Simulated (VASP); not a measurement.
```xyz
3
Lattice="0.0000 2.7489 2.7489 2.7489 0.0000 2.7489 2.7489 2.7489 0.0000" Properties=species:S:1:pos:R:3 pbc="T T T"
Cd     0.0000     0.0000     0.0000
F      1.3744     1.3744     1.3744
F      4.1234     4.1234     4.1234
```

The base run (VASP): PBE GGA, plane waves, VASP's PBE PAW potentials (set 64). Run with 520 eV cut-off, 6×6×6 Γ-centred mesh, Gaussian smearing of 0.050 eV, potentials Cd F.

The base run took about 8 core-seconds. Costs are core time on shared hosts, one run each; read them as rough ratios.

Pressures at a finite cut-off, here 520 eV, hold a Pulay part, which wasn't tested here.

| setting | cost over the base run | electronic steps | pressure (GPa) |
|---|---|---|---|
| base run | reference | 14 | -0.31 |
| GGA = RP | within a factor of 2 | 14 | 4.12 |
| IVDW = 11 | within a factor of 2 | 14 | -1.77 |
| IVDW = 12 | within a factor of 2 | 14 | -2.16 |
| GGA = 91 | within a factor of 2 | 14 | -0.87 |
| IVDW = 13 | within a factor of 2 | 14 | -2.13 |
| GGA removed, LMIXTAU = .TRUE., METAGGA = R2SCAN | (withheld) | (withheld) | (withheld) |

**Question.** What belongs in the gaps?

**Answer.** 
- GGA removed, LMIXTAU = .TRUE., METAGGA = R2SCAN, cost over the base run: about 6 times
- GGA removed, LMIXTAU = .TRUE., METAGGA = R2SCAN, electronic steps: 21
- GGA removed, LMIXTAU = .TRUE., METAGGA = R2SCAN, pressure (GPa): -5.23

Left out are runs that failed, have no time on record or changed the cell.

The compound is CdF2 in the fluorite structure. The cell was not relaxed at this level.
